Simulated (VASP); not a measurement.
Data:

```yaml
crystal:
  lattice:
    - [0.00000, 3.05442, 3.05442]
    - [3.05442, 0.00000, 3.05442]
    - [3.05442, 3.05442, 0.00000]
  atoms:
    - { symbol: Ga, position: [0.00000, 0.00000, 0.00000] }
    - { symbol: Sb, position: [0.25000, 0.25000, 0.25000] }
```

The numbers are results of PBEsol GGA with spin-orbit coupling, VASP's PBE PAW potentials (set 64) (plane waves; VASP), not measurements. Settings: 400 eV cut-off, 9×9×9 Γ-centred mesh, Gaussian smearing of 0.050 eV, potentials Ga_d Sb.

Task: Estimate the energy per atom (σ→0), band gap (over mesh and band path) with the smallest direct gap where there is one.

Result: 
band gap (over mesh and band path): none (metal, semimetal or under 0.01 eV)
energy per atom (σ→0): -4.109 eV/atom

Total energies compare only between runs with the same potentials, cut-off and functional.

The compound is GaSb in the zinc blende structure. It was relaxed first.
